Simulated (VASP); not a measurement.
Data:

```
CELL_PARAMETERS angstrom
      0.00000     3.30000     3.30000
      3.30000     0.00000     3.30000
      3.30000     3.30000     0.00000
ATOMIC_POSITIONS crystal
  K  0.00000 0.00000 0.00000
  Br 0.50000 0.50000 0.50000
```

These are eigenvalue-self-consistent GW0 on PBE orbitals, VASP's PBE PAW potentials (set 64) (plane waves; VASP) values and carry that method's errors. Run with PREC = Normal, 500 eV cut-off, 4×4×4 Γ-centred mesh, Gaussian smearing of 0.010 eV, potentials K_sv_GW Br_GW.

The mesh is coarse and the basis finite, so the quasiparticle values are not converged.

NBANDS = 160, ENCUTGW = 200 eV, NOMEGA = 64, 4 updates of the levels in G. The PBE levels (eV) are:

```
state                            KS energy  filling
-------------------------------  ---------  -------
k1 (0.00, 0.00, 0.00), band 5       -11.85        2
k1 (0.00, 0.00, 0.00), band 6        -0.60        2
k1 (0.00, 0.00, 0.00), band 7        -0.60        2
k1 (0.00, 0.00, 0.00), band 8        -0.60        2
k1 (0.00, 0.00, 0.00), band 9         3.83        0
k1 (0.00, 0.00, 0.00), band 10        7.01        0
k1 (0.00, 0.00, 0.00), band 11        7.01        0
k1 (0.00, 0.00, 0.00), band 12        7.01        0
k3 (0.50, 0.00, 0.00), band 5       -11.60        2
k3 (0.50, 0.00, 0.00), band 6        -1.78        2
k3 (0.50, 0.00, 0.00), band 7        -0.93        2
k3 (0.50, 0.00, 0.00), band 8        -0.93        2
k3 (0.50, 0.00, 0.00), band 9         5.98        0
k3 (0.50, 0.00, 0.00), band 10        7.63        0
k3 (0.50, 0.00, 0.00), band 11        9.14        0
k3 (0.50, 0.00, 0.00), band 12        9.14        0
k6 (-0.25, 0.25, 0.00), band 5      -11.68        2
k6 (-0.25, 0.25, 0.00), band 6       -1.51        2
k6 (-0.25, 0.25, 0.00), band 7       -1.00        2
k6 (-0.25, 0.25, 0.00), band 8       -0.92        2
k6 (-0.25, 0.25, 0.00), band 9        6.28        0
k6 (-0.25, 0.25, 0.00), band 10       6.87        0
k6 (-0.25, 0.25, 0.00), band 11       8.22        0
k6 (-0.25, 0.25, 0.00), band 12       8.33        0
```

Question: Give the quasiparticle energies and renormalisation factors Z.

Answer: 
| state | QP energy (eV) | Z |
|---|---|---|
| k1 (0.00, 0.00, 0.00), band 5 | -15.47 | 0.80 |
| k1 (0.00, 0.00, 0.00), band 6 | -2.86 | 0.80 |
| k1 (0.00, 0.00, 0.00), band 7 | -2.86 | 0.80 |
| k1 (0.00, 0.00, 0.00), band 8 | -2.86 | 0.80 |
| k1 (0.00, 0.00, 0.00), band 9 | 4.56 | 0.86 |
| k1 (0.00, 0.00, 0.00), band 10 | 8.58 | 0.84 |
| k1 (0.00, 0.00, 0.00), band 11 | 8.58 | 0.84 |
| k1 (0.00, 0.00, 0.00), band 12 | 8.58 | 0.84 |
| k3 (0.50, 0.00, 0.00), band 5 | -14.88 | 0.80 |
| k3 (0.50, 0.00, 0.00), band 6 | -4.23 | 0.79 |
| k3 (0.50, 0.00, 0.00), band 7 | -3.23 | 0.80 |
| k3 (0.50, 0.00, 0.00), band 8 | -3.23 | 0.80 |
| k3 (0.50, 0.00, 0.00), band 9 | 6.74 | 0.85 |
| k3 (0.50, 0.00, 0.00), band 10 | 9.01 | 0.82 |
| k3 (0.50, 0.00, 0.00), band 11 | 11.50 | 0.81 |
| k3 (0.50, 0.00, 0.00), band 12 | 11.50 | 0.81 |
| k6 (-0.25, 0.25, 0.00), band 5 | -15.04 | 0.80 |
| k6 (-0.25, 0.25, 0.00), band 6 | -3.92 | 0.80 |
| k6 (-0.25, 0.25, 0.00), band 7 | -3.34 | 0.80 |
| k6 (-0.25, 0.25, 0.00), band 8 | -3.22 | 0.80 |
| k6 (-0.25, 0.25, 0.00), band 9 | 7.24 | 0.84 |
| k6 (-0.25, 0.25, 0.00), band 10 | 8.03 | 0.84 |
| k6 (-0.25, 0.25, 0.00), band 11 | 9.76 | 0.84 |
| k6 (-0.25, 0.25, 0.00), band 12 | 10.23 | 0.83 |
On the mesh the gap opens from 4.43 to 7.42 eV.

The compound is KBr in the rock salt structure. The cell was not relaxed at this level.
